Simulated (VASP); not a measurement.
Output of a VASP run:

File OSZICAR:
```
...
DAV:   6    -0.505522626825E+02    0.45953E-05   -0.47640E-05  1184   0.396E-02    0.159E-02
DAV:   7    -0.505522617429E+02    0.93959E-06   -0.71148E-06  1042   0.139E-02
   9 F= -.50552262E+02 E0= -.50552262E+02  d E =-.297051E-02
       N       E                     dE             d eps       ncg     rms          rms(c)
DAV:   1    -0.505785333336E+02   -0.26271E-01   -0.19801E+00   999   0.831E+00    0.149E+00
DAV:   2    -0.505574297632E+02    0.21104E-01   -0.20899E-01  1100   0.292E+00    0.885E-01
DAV:   3    -0.505547732112E+02    0.26566E-02   -0.94878E-03  1166   0.555E-01    0.454E-01
DAV:   4    -0.505531132836E+02    0.16599E-02   -0.41672E-03  1149   0.274E-01    0.231E-01
DAV:   5    -0.505528437907E+02    0.26949E-03   -0.99926E-04  1129   0.194E-01    0.137E-01
DAV:   6    -0.505528361557E+02    0.76350E-05   -0.18700E-04  1163   0.787E-02    0.327E-02
DAV:   7    -0.505528329541E+02    0.32015E-05   -0.29666E-05  1199   0.283E-02    0.106E-02
DAV:   8    -0.505528327522E+02    0.20197E-06   -0.15810E-06   795   0.797E-03
  10 F= -.50552833E+02 E0= -.50552833E+02  d E =-.354152E-02
       N       E                     dE             d eps       ncg     rms          rms(c)
DAV:   1    -0.505549019876E+02   -0.20690E-02   -0.14925E-01   999   0.226E+00    0.378E-01
DAV:   2    -0.505532794978E+02    0.16225E-02   -0.15491E-02  1100   0.789E-01    0.236E-01
DAV:   3    -0.505530846988E+02    0.19480E-03   -0.67538E-04  1153   0.149E-01    0.118E-01
DAV:   4    -0.505529628146E+02    0.12188E-03   -0.30100E-04  1142   0.740E-02    0.599E-02
DAV:   5    -0.505529450565E+02    0.17758E-04   -0.68956E-05  1122   0.520E-02    0.370E-02
DAV:   6    -0.505529466428E+02   -0.15863E-05   -0.13762E-05  1064   0.215E-02    0.838E-03
DAV:   7    -0.505529467462E+02   -0.10342E-06   -0.18725E-06   675   0.830E-03
  11 F= -.50552947E+02 E0= -.50552947E+02  d E =-.365551E-02
       N       E                     dE             d eps       ncg     rms          rms(c)
DAV:   1    -0.505539696961E+02   -0.10231E-02   -0.34007E-02  1000   0.124E+00    0.223E-01
DAV:   2    -0.505532856910E+02    0.68401E-03   -0.50221E-03  1130   0.458E-01    0.139E-01
DAV:   3    -0.505531954075E+02    0.90284E-04   -0.24698E-04  1168   0.875E-02    0.588E-02
DAV:   4    -0.505531450991E+02    0.50308E-04   -0.14613E-04  1142   0.520E-02    0.240E-02
DAV:   5    -0.505531389138E+02    0.61853E-05   -0.17529E-05  1237   0.265E-02    0.172E-02
DAV:   6    -0.505531375804E+02    0.13334E-05   -0.33519E-06   953   0.104E-02    0.424E-03
DAV:   7    -0.505531373115E+02    0.26897E-06   -0.54143E-07   552   0.455E-03
  12 F= -.50553137E+02 E0= -.50553137E+02  d E =-.190565E-03
       N       E                     dE             d eps       ncg     rms          rms(c)
DAV:   1    -0.505609368031E+02   -0.77992E-02   -0.30496E-01  1000   0.373E+00    0.676E-01
DAV:   2    -0.505547869189E+02    0.61499E-02   -0.45246E-02  1136   0.138E+00    0.416E-01
DAV:   3    -0.505539679972E+02    0.81892E-03   -0.22429E-03  1175   0.264E-01    0.176E-01
DAV:   4    -0.505535145183E+02    0.45348E-03   -0.13184E-03  1141   0.156E-01    0.722E-02
DAV:   5    -0.505534645149E+02    0.50003E-04   -0.15742E-04  1238   0.794E-02    0.517E-02
DAV:   6    -0.505534604947E+02    0.40202E-05   -0.30308E-05  1133   0.309E-02    0.125E-02
DAV:   7    -0.505534595042E+02    0.99050E-06   -0.51999E-06  1026   0.119E-02
  13 F= -.50553460E+02 E0= -.50553460E+02  d E =-.512758E-03
```

File OUTCAR:
```
------------------------ aborting loop because EDIFF is reached ----------------------------------------
  FORCE on cell =-STRESS in cart. coord.  units (eV):
  Direction    XX          YY          ZZ          XY          YZ          ZX
  --------------------------------------------------------------------------------------
  Total       -0.0432903     -0.0432903      0.0530385      0.0000000     -0.0000000      0.0000000
  in kB       -0.6397804     -0.6397804      0.7838479      0.0000000     -0.0000000      0.0000000
  external PRESSURE =      -0.1652376 kB  Pullay stress =       0.0000000 kB
  volume of cell :      108.41
      direct lattice vectors                 reciprocal lattice vectors
     3.147554738 -0.000000000 -0.000000000     0.317706945  0.183428192  0.000000000
    -1.573777369  2.725862341 -0.000000000     0.000000000  0.366856383  0.000000000
    -0.000000000 -0.000000000 12.635504614     0.000000000  0.000000000  0.079142071
 POSITION                                       TOTAL-FORCE (eV/Angst)
 -----------------------------------------------------------------------------------
      1.57378      0.90862      9.47663         0.000000      0.000000      0.000000
     -0.00000      1.81724      3.15888        -0.000000     -0.000000      0.000000
      1.57378      0.90862      4.72642         0.000000      0.000000      0.006492
     -0.00000      1.81724     11.04417        -0.000000     -0.000000      0.006492
     -0.00000      1.81724      7.90909        -0.000000     -0.000000     -0.006492
      1.57378      0.90862      1.59134         0.000000      0.000000     -0.006492
 -----------------------------------------------------------------------------------
    total drift:                                0.000608     -0.000351      0.000788
  FREE ENERGIE OF THE ION-ELECTRON SYSTEM (eV)
  ---------------------------------------------------
  free  energy   TOTEN  =       -50.5534595042 eV

  energy  without entropy=      -50.5534595042  energy(sigma->0) =      -50.55345950

 reached required accuracy - stopping structural energy minimisation
```
(Selected blocks of OUTCAR.)

**POSCAR**
```
WS2
1
    3.1456914421     0.0000000000     0.0000000000
   -1.5728457211     2.7242486795     0.0000000000
    0.0000000000    -0.0000000000    12.3155605606
W S
2 4
Direct
  0.6666670000   0.3333330000   0.7500000000
  0.3333330000   0.6666670000   0.2500000000
  0.6666670000   0.3333330000   0.3774566432
  0.3333330000   0.6666670000   0.8774566432
  0.3333330000   0.6666670000   0.6225433568
  0.6666670000   0.3333330000   0.1225433568
```

Problem. Reconstruct the remaining input files.

Solution. Several could match; the one computed here: the input of the run itself, PBEsol GGA, plane waves, VASP's PBE PAW potentials (set 64).

**INCAR**
```
SYSTEM = WS2
PREC = Accurate
ENCUT = 480
EDIFF = 1E-6
NELM = 100
ALGO = Normal
LREAL = .FALSE.
LASPH = .TRUE.
ISMEAR = 0
SIGMA = 0.05
GGA = PS
LMAXMIX = 6
LWAVE = .FALSE.
LCHARG = .FALSE.
IBRION = 2
ISIF = 3
NSW = 60
EDIFFG = -0.02
```

KPOINTS:
```
Automatic mesh
0
Gamma
7 7 2
0 0 0
```

POTCAR, in this order: W_sv S (PBE.64 set). Program: vasp_std.

Energy and stress use the plane-wave basis of the starting cell. Without a dispersion term in the relaxation, distances and binding between the weakly bound layers, chains or molecules are unreliable, and so is what depends on them.

The compound is WS2 in the 2H layered structure. This run relaxes it. Symmetry was kept, so distortions that lower it aren't found. The start is the result of an earlier pass.
